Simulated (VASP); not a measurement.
Shape and ions are relaxed at each volume.

```yaml
crystal:
  lattice:
    - [1.65563, -5.08040, 0.00000]
    - [1.65563, 5.08040, 0.00000]
    - [0.00000, 0.00000, 4.12015]
  atoms:
    - { symbol: P, position: [0.10664, 0.89336, 0.92927] }
    - { symbol: P, position: [0.39336, 0.60664, 0.42927] }
    - { symbol: P, position: [0.60664, 0.39336, 0.57073] }
    - { symbol: P, position: [0.89336, 0.10664, 0.07073] }
```

Method: LDA (Ceperley-Alder, Perdew-Zunger), VASP's LDA PAW potentials (set 64) (plane waves; VASP). Numerical set-up: 520 eV cut-off, 10×10×8 Γ-centred mesh, first-order Methfessel-Paxton smearing of 0.10 eV, potentials P.

### Question
Give the energy at these volumes per atom, relative to the lowest: 16.19, 16.70, 17.22, 17.74, 18.25 Å³.

### Answer
6.4, 1.7, 0.0, 0.5, 3.4 meV/atom. A third-order Birch-Murnaghan fit gives B0 = 24.7 GPa and B0′ = 4.1.

Measured: bulk modulus 29.8 GPa (computed value off by -17.1 %), as given by Hermann Muhammad et al., Nanoscale (2024), arXiv:2307.07533. The calculation is for a static lattice, while the measured bulk modulus holds thermal and zero-point effects, which are part of the difference.

The compound is P in the black structure. It was relaxed first, which changed the volume by -9 %.
